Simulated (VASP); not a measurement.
# Rb2LiGdF6 (Fm-3m) in VASP: single point with PBE+U

Aim: the single point of Rb2LiGdF6 with PBE+U.

Everything below comes from runs of VASP 6.6.1. Logs are shortened: lines on timing, memory, paths and dates and some standing lists are left out, and cuts for length are marked.

### Step 1. The crystal as given

The structure is cubic, space group Fm-3m (No. 225). Conventional cell: a = 8.773 Å, b = 8.773 Å, c = 8.773 Å, α = 90.00°, β = 90.00°, γ = 90.00°. Rb (site symmetry -43m) has 12 F at 3.10 Å as nearest neighbours. Gd (site symmetry m-3m) has 6 F at 2.23 Å as nearest neighbours. F (site symmetry 4mm) is surrounded by 1 Li at 2.16 Å and 1 Gd at 2.23 Å. Around Li (site symmetry m-3m) lie 6 F at 2.16 Å.

The cell was built by a generator and needn't be a form met in nature.

### Step 2. Single point, PBE+U, collinear spin, twin_end start

Contents of INCAR:

```
SYSTEM = Rb2LiGdF6
PREC     = Accurate       ! precision mode
ENCUT    = 520            ! plane-wave cutoff, eV
EDIFF    = 1E-6           ! SCF threshold, eV
ISMEAR   = -1             ! smearing method
SIGMA    = 0.1            ! smearing width, eV
LREAL    = .False.        ! projectors in reciprocal space
LASPH    = .True.         ! aspherical terms in the spheres
NELM     = 150            ! most SCF steps
ALGO     = Normal         ! electronic algorithm
ISIF     = 2              ! what is computed and relaxed
LWAVE    = .False.        ! write WAVECAR
LCHARG   = .False.        ! write CHGCAR
ISPIN    = 2              ! spin polarisation
MAGMOM   = 0 0 7.51 0 0 0 0 0 0 0 ! initial moments
LORBIT   = 11             ! projections on sites
LMAXMIX  = 6              ! l up to which the mixer works
LDAU     = .True.         ! DFT+U
LDAUTYPE = 1            
LDAUL    = -1 3 -1 -1     ! shell
LDAUU    = 0 7.1 0 0      ! U, eV
LDAUJ    = 0 0.57 0 0   
LDAUPRINT= 1            
GGA      = PE             ! functional
NBANDS   = 56             ! bands
```

Contents of KPOINTS:

```
Automatic mesh
0
Gamma
  5 5 5
  0 0 0
```

Contents of POSCAR:

```
Rb2LiGdF6
1.0
    0.0000000000      4.3867336278      4.3867336278
    4.3867336278      0.0000000000      4.3867336278
    4.3867336278      4.3867336278      0.0000000000
Rb Gd F Li
2 1 6 1
Direct
    0.2500000000      0.2500000000      0.2500000000
    0.7500000000      0.7500000000      0.7500000000
    0.0000000000      0.0000000000      0.0000000000
    0.7456911048      0.2543088952      0.2543088952
    0.2543088952      0.7456911048      0.2543088952
    0.2543088952      0.7456911048      0.7456911048
    0.7456911048      0.2543088952      0.7456911048
    0.2543088952      0.2543088952      0.7456911048
    0.7456911048      0.7456911048      0.2543088952
    0.5000000000      0.5000000000      0.5000000000
```

Potentials or basis: VASP PAW PBE potentials, release 64 (Rb_sv, Gd, F, Li_sv).

Run with:

```
> cat potpaw_PBE.64/Rb_sv/POTCAR potpaw_PBE.64/Gd/POTCAR potpaw_PBE.64/F/POTCAR potpaw_PBE.64/Li_sv/POTCAR > POTCAR
> mpirun -np 1 vasp_std > vasp.out
```

OUTCAR:

```text
SYSTEM = Rb2LiGdF6
   PREC = Accurate
   ENCUT = 520
   EDIFF = 1E-6
   ISMEAR = -1
   LREAL = .False.
   LASPH = .True.
   NELM = 150
   ISIF = 2
   ISPIN = 2
   LORBIT = 11
   GGA = PE

 ion  position               nearest neighbor table
   1  0.250  0.250  0.250-   4 3.10   5 3.10   8 3.10   6 3.10   7 3.10   8 3.10   5 3.10   6 3.10
                             9 3.10   4 3.10   7 3.10   9 3.10   3 3.80  10 3.80   3 3.80  10 3.80
   2  0.750  0.750  0.750-   5 3.10   6 3.10   8 3.10   4 3.10   7 3.10   8 3.10   4 3.10   5 3.10
                             9 3.10   6 3.10   7 3.10   9 3.10   3 3.80  10 3.80  10 3.80  10 3.80
   3  0.000  0.000  0.000-   4 2.23   5 2.23   6 2.23   7 2.23   8 2.23   9 2.23   2 3.80   2 3.80
                             1 3.80   2 3.80   2 3.80   1 3.80   1 3.80   1 3.80
   4  0.746  0.254  0.254-  10 2.16   3 2.23   1 3.10   1 3.10   2 3.10   2 3.10
   5  0.254  0.746  0.254-  10 2.16   3 2.23   1 3.10   1 3.10   2 3.10   2 3.10
   6  0.254  0.746  0.746-  10 2.16   3 2.23   2 3.10   1 3.10   1 3.10   2 3.10
   7  0.746  0.254  0.746-  10 2.16   3 2.23   2 3.10   1 3.10   1 3.10   2 3.10
   8  0.254  0.254  0.746-  10 2.16   3 2.23   1 3.10   1 3.10   2 3.10   2 3.10
   9  0.746  0.746  0.254-  10 2.16   3 2.23   2 3.10   1 3.10   1 3.10   2 3.10
  10  0.500  0.500  0.500-   4 2.16   5 2.16   6 2.16   7 2.16   8 2.16   9 2.16   1 3.80   1 3.80
                             1 3.80   2 3.80   1 3.80   2 3.80   2 3.80   2 3.80

  LATTYP: Found a face centered cubic cell.
 ALAT       =     8.7734672556

  Lattice vectors:

 A1 = (   0.0000000000,   4.3867336278,   4.3867336278)
 A2 = (   4.3867336278,   0.0000000000,   4.3867336278)
 A3 = (   4.3867336278,   4.3867336278,   0.0000000000)

Analysis of symmetry for initial positions (statically):
=====================================================================
 Subroutine PRICEL returns:
 Original cell was already a primitive cell.

 Routine SETGRP: Setting up the symmetry group for a
 face centered cubic supercell.

 Subroutine GETGRP returns: Found 48 space group operations
 (whereof 48 operations were pure point group operations)
 out of a pool of 48 trial point group operations.

The static configuration has the point symmetry O_h .

Analysis of symmetry for dynamics (positions and initial velocities):
=====================================================================
 Subroutine PRICEL returns:
 Original cell was already a primitive cell.

 Routine SETGRP: Setting up the symmetry group for a
 face centered cubic supercell.

 Subroutine GETGRP returns: Found 48 space group operations
 (whereof 48 operations were pure point group operations)
 out of a pool of 48 trial point group operations.

The dynamic configuration has the point symmetry O_h .

Analysis of structural, dynamic, and magnetic symmetry:
=====================================================================
 Subroutine PRICEL returns:
 Original cell was already a primitive cell.

 Routine SETGRP: Setting up the symmetry group for a
 face centered cubic supercell.

 Subroutine GETGRP returns: Found 48 space group operations
 (whereof 48 operations were pure point group operations)
 out of a pool of 48 trial point group operations.

The overall configuration has the point symmetry O_h .

 Subroutine INISYM returns: Found 48 space group operations
 (whereof 48 operations are pure point group operations),
 and found     1 'primitive' translations

[... 168 lines left out ...]
  o =  0.0164  v =  0.0000  0.0000  0.0000  0.0000  0.0000  0.0000  0.0000  0.0000 -0.0000 -0.0000 -0.0015  0.6124  0.0000 -0.7906      0.0000  0.0000  0.0000  0.0000  0.0000  0.0000  0.0000  0.0000  0.0000  0.0000  0.0000  0.0000  0.0000  0.0000
  o =  0.0164  v =  0.0000  0.0000  0.0000  0.0000  0.0000  0.0000  0.0000  0.7906 -0.0000  0.6124  0.0000  0.0000 -0.0000  0.0000      0.0000  0.0000  0.0000  0.0000  0.0000  0.0000  0.0000  0.0000  0.0000  0.0000  0.0000  0.0000  0.0000  0.0000
  o =  0.9904  v =  0.0000  1.0000  0.0000 -0.0000 -0.0000  0.0000 -0.0000  0.0000  0.0000  0.0000  0.0000  0.0000  0.0000  0.0000      0.0000  0.0000  0.0000  0.0000  0.0000  0.0000  0.0000  0.0000  0.0000  0.0000  0.0000  0.0000  0.0000  0.0000
  o =  0.9935  v =  0.0000 -0.0000  0.0000 -0.0000 -0.0521  0.9978 -0.0403  0.0000  0.0000  0.0000  0.0000  0.0000  0.0000  0.0000      0.0000  0.0000  0.0000  0.0000  0.0000  0.0000  0.0000  0.0000  0.0000  0.0000  0.0000  0.0000  0.0000  0.0000
  o =  0.9935  v =  0.0000 -0.0000  0.0000  0.0000 -0.7889 -0.0659 -0.6110  0.0000  0.0000  0.0000  0.0000  0.0000  0.0000  0.0000      0.0000  0.0000  0.0000  0.0000  0.0000  0.0000  0.0000  0.0000  0.0000  0.0000  0.0000  0.0000  0.0000  0.0000
  o =  0.9935  v =  0.6124  0.0000 -0.7906 -0.0000 -0.0000  0.0000  0.0000  0.0000  0.0000  0.0000  0.0000  0.0000  0.0000  0.0000      0.0000  0.0000  0.0000  0.0000  0.0000  0.0000  0.0000  0.0000  0.0000  0.0000  0.0000  0.0000  0.0000  0.0000
  o =  1.0006  v = -0.7906  0.0000 -0.6124 -0.0000 -0.0000  0.0000  0.0000  0.0000  0.0000  0.0000  0.0000  0.0000  0.0000  0.0000      0.0000  0.0000  0.0000  0.0000  0.0000  0.0000  0.0000  0.0000  0.0000  0.0000  0.0000  0.0000  0.0000  0.0000
  o =  1.0006  v =  0.0000  0.0000  0.0000 -0.0418  0.6118  0.0000 -0.7899  0.0000  0.0000  0.0000  0.0000  0.0000  0.0000  0.0000      0.0000  0.0000  0.0000  0.0000  0.0000  0.0000  0.0000  0.0000  0.0000  0.0000  0.0000  0.0000  0.0000  0.0000
  o =  1.0006  v =  0.0000  0.0000 -0.0000  0.9991  0.0256  0.0000 -0.0331  0.0000  0.0000  0.0000  0.0000  0.0000  0.0000  0.0000      0.0000  0.0000  0.0000  0.0000  0.0000  0.0000  0.0000  0.0000  0.0000  0.0000  0.0000  0.0000  0.0000  0.0000

 number of electron      81.0000007 magnetization       6.9999988

 Free energy of the ion-electron system (eV)
  ---------------------------------------------------
  ext. energy  EPLUGINS =         0.00000000
  ---------------------------------------------------
  free energy    TOTEN  =       -58.98769964 eV

  energy without entropy =      -58.98769964  energy(sigma->0) =      -58.98769964

 E-fermi :   0.0450     XC(G=0):  -8.9068

 val. band max:       -2.5208010589   @ k =   0.0000   0.0000   0.0000
 cond. band min:       4.1728522489   @ k =   0.0000   0.0000   0.0000
 fundamental gap:      6.6936533078
 Fermi energy:         0.0449660332

 spin component 1

 k-point     1 :       0.0000    0.0000    0.0000
  band No.  band energies     occupation
      1     -43.6090      1.00000
      2     -43.4200      1.00000
      3     -25.2526      1.00000
      4     -25.2061      1.00000
      5     -22.6460      1.00000
      6     -22.6460      1.00000
[... 539 lines left out ...]
     51       7.4387      0.00000
     52       7.8084      0.00000
 Fermi energy:         0.0449660332

 spin component 2

 k-point     1 :       0.0000    0.0000    0.0000
  band No.  band energies     occupation
      1     -43.6095      1.00000
      2     -40.3092      1.00000
      3     -25.2521      1.00000
      4     -25.2059      1.00000
      5     -22.2210      1.00000
      6     -22.2210      1.00000
[... 539 lines left out ...]
     51       7.5541      0.00000
     52       7.8948      0.00000
 [bands above 52 left out]

------------------------ aborting loop because EDIFF is reached ----------------------------------------

  FORCE on cell =-STRESS in cart. coord.  units (eV):
  Direction    XX          YY          ZZ          XY          YZ          ZX
  --------------------------------------------------------------------------------------
  -------------------------------------------------------------------------------------
  Total       -0.0996736     -0.0996736     -0.0996736      0.0000000     -0.0000000     -0.0000000
  in kB       -0.9458822     -0.9458822     -0.9458822      0.0000000     -0.0000000     -0.0000000
  external PRESSURE =      -0.9458822 kB  Pullay stress =       0.0000000 kB

 VOLUME and BASIS-vectors are now :
 -----------------------------------------------------------------------------
  energy-cutoff  :      520.00
  volume of cell :      168.83
      direct lattice vectors                 reciprocal lattice vectors
     0.000000000  4.386733628  4.386733628    -0.113980023  0.113980023  0.113980023
     4.386733628  0.000000000  4.386733628     0.113980023 -0.113980023  0.113980023
     4.386733628  4.386733628  0.000000000     0.113980023  0.113980023 -0.113980023

 POSITION                                       TOTAL-FORCE (eV/Angst)
 -----------------------------------------------------------------------------------
      2.19337      2.19337      2.19337        -0.000000     -0.000000      0.000000
      6.58010      6.58010      6.58010        -0.000000     -0.000000      0.000000
      0.00000      0.00000      0.00000        -0.000000     -0.000000      0.000000
      2.23117      4.38673      4.38673         0.020628     -0.000000      0.000000
      4.38673      2.23117      4.38673        -0.000000      0.020628      0.000000
      6.54230      4.38673      4.38673        -0.020628     -0.000000      0.000000
      4.38673      6.54230      4.38673        -0.000000     -0.020628      0.000000
      4.38673      4.38673      2.23117        -0.000000     -0.000000      0.020628
      4.38673      4.38673      6.54230        -0.000000     -0.000000     -0.020628
      4.38673      4.38673      4.38673        -0.000000     -0.000000     -0.000000
 -----------------------------------------------------------------------------------
    total drift:                                0.000000      0.000000      0.000000

  FREE ENERGIE OF THE ION-ELECTRON SYSTEM (eV)
  ---------------------------------------------------
  free  energy   TOTEN  =       -58.9876996400 eV

  energy  without entropy=      -58.9876996400  energy(sigma->0) =      -58.98769964

 total charge

# of ion       s       p       d       f       tot
--------------------------------------------------
    1        1.936   5.358   0.017   0.000   7.311
    2        1.936   5.358   0.017   0.000   7.311
    3        2.026   5.686   0.424   7.027  15.163
    4        1.734   4.359   0.000   0.000   6.093
    5        1.734   4.359   0.000   0.000   6.093
    6        1.734   4.359   0.000   0.000   6.093
    7        1.734   4.359   0.000   0.000   6.093
    8        1.734   4.359   0.000   0.000   6.093
    9        1.734   4.359   0.000   0.000   6.093
   10        2.003   0.027   0.000   0.000   2.029
--------------------------------------------------
tot         18.305  42.585   0.459   7.027  68.375

 magnetization (x)

# of ion       s       p       d       f       tot
--------------------------------------------------
    1        0.000   0.000   0.000   0.000   0.000
    2        0.000   0.000   0.000   0.000   0.000
    3       -0.008  -0.089   0.029   6.905   6.836
    4       -0.000  -0.006   0.000   0.000  -0.006
    5       -0.000  -0.006   0.000   0.000  -0.006
    6       -0.000  -0.006   0.000   0.000  -0.006
    7       -0.000  -0.006   0.000   0.000  -0.006
    8       -0.000  -0.006   0.000   0.000  -0.006
    9       -0.000  -0.006   0.000   0.000  -0.006
   10       -0.000  -0.000   0.000   0.000  -0.000
--------------------------------------------------
tot         -0.010  -0.125   0.029   6.905   6.798
```

Wall time 4.5 min (1 thread of Intel Xeon Platinum 8488C (Sapphire Rapids), shared host); peak memory 0.5 GiB.

What came out:

```yaml
Free_energy: -58.9877 eV
Largest_force: 0.021 eV/Å
Band_gap_on_the_k_mesh: 6.69 eV, direct
Net_moment: 7.00 μB per cell
Site_moments: Rb +0.00; Gd +6.84; F -0.01; Li -0.00 μB
Valence_electrons_inside_the_program's_atomic_spheres: Rb 7.31; Gd 15.16; F 6.09; Li 2.03
```

Forces in eV/Å, atoms in the order of the input:
```
Rb   0.000  0.000  0.000
Rb   0.000  0.000  0.000
Gd   0.000  0.000  0.000
F    0.021  0.000  0.000
F    0.000  0.021  0.000
F   -0.021  0.000  0.000
F    0.000 -0.021  0.000
F    0.000  0.000  0.021
F    0.000  0.000 -0.021
Li   0.000  0.000  0.000
```

Eigenvalues of the final occupation matrices:
```csv
site,spin,trace,eigenvalues
site 3 f,1,6.97,0.99 0.99 0.99 0.99 1.00 1.00 1.00
site 3 f,2,0.06,0.00 0.00 0.00 0.00 0.02 0.02 0.02
```

Caveat: the cutoff is under 1.25 times the usual one of these potentials, so pressure, stress and relaxed cells hold a basis-set (Pulay) error; spin-orbit coupling is left out, which moves the levels of the heavy elements; an odd mesh through Γ misses points on the zone boundary, where band edges often lie; a cell with one magnetic atom can't hold antiferromagnetic order, which such compounds often take. The state reached can hang on the start; a lower one may exist.
